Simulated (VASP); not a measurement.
An input for Quantum ESPRESSO's pw.x (written as the equivalent of a VASP run, and not itself run):

```
&CONTROL
  calculation = 'vc-relax'
  pseudo_dir = './pseudo'
  outdir = './out'
  tprnfor = .true.
  tstress = .true.
  nstep = 40
  forc_conv_thr = 0.00078
/
&SYSTEM
  ibrav = 0
  nat = 6
  ntyp = 2
  ecutwfc = 94
  occupations = 'smearing'
  smearing = 'methfessel-paxton'
  degauss = 0.00735
  input_dft = 'pz'
  nspin = 2
  starting_magnetization(1) = 0.2
/
&ELECTRONS
  conv_thr = 7.3e-08
  electron_maxstep = 100
/
&IONS
/
&CELL
/
ATOMIC_SPECIES
  Cr 51.996 Cr.upf
  O 15.999 O.upf
CELL_PARAMETERS angstrom
     4.3561277    0.0000000    0.0000000
    -0.0000000    4.3561277    0.0000000
     0.0000000    0.0000000    2.8598899
ATOMIC_POSITIONS crystal
  Cr   0.0000000  1.0000000  0.0000000
  Cr   0.5000000  0.5000000  0.5000000
  O    0.3029229  0.3029229  0.0000000
  O    0.8029229  0.1970771  0.5000000
  O    0.1970771  0.8029229  0.5000000
  O    0.6970771  0.6970771  1.0000000
K_POINTS automatic
  7 7 11 0 0 0
```

### Question
Write the VASP files for the same calculation (LDA).

### Answer
One answer among several that fit: 
File POSCAR:
```
CrO2
1.0
  4.3561277457   0.0000000000   0.0000000000
  0.0000000000   4.3561277457   0.0000000000
  0.0000000000   0.0000000000   2.8598898582
Cr O
2 4
direct
  0.0000000000   1.0000000000   0.0000000000
  0.5000000000   0.5000000000   0.5000000000
  0.3029228866   0.3029228866   0.0000000000
  0.8029228866   0.1970771134   0.5000000000
  0.1970771134   0.8029228866   0.5000000000
  0.6970771134   0.6970771134   1.0000000000
```

**INCAR**
```
# general
SYSTEM  = CrO2
PREC    = Accurate
ENCUT   = 620
LREAL   = F
LASPH   = T

# electronic loop
EDIFF   = 1E-6
NELM    = 100   # most electronic steps
ALGO    = Normal   # blocked Davidson
LMAXMIX = 4   # l cut-off of mixed one-centre charges

# smearing
ISMEAR  = 1   # Methfessel-Paxton
SIGMA   = 0.1   # width (eV)

# spin
ISPIN   = 2
MAGMOM  = 2.0 2.0 -0.0 -0.0 -0.0 -0.0

# ions
IBRION  = 2   # conjugate gradients
NSW     = 40   # most ionic steps
ISIF    = 3   # ions, shape and volume
EDIFFG  = -0.02   # ionic stop

# output
LWAVE   = F
LCHARG  = F
LORBIT  = 10
```

File KPOINTS:
```
K-points
0
G
7 7 11
0 0 0
```

POTCAR, in this order: Cr_pv O (LDA.64 set). Program: vasp_std.

Limits of the translation: the potentials are each code's own (VASP's PAW set, PseudoDojo norm-conserving files in pw.x), so ENCUT and ecutwfc are chosen apart and not converted; conv_thr bounds pw.x's estimated SCF error, while EDIFF bounds the energy change between steps; starting_magnetization is a fraction of the valence charge and MAGMOM a moment in μB, so they match only roughly; forc_conv_thr acts on force components and is met together with etot_conv_thr.

The compound is CrO2 in the rutile structure. This run relaxes it. Symmetry was kept, so distortions that lower it aren't found.
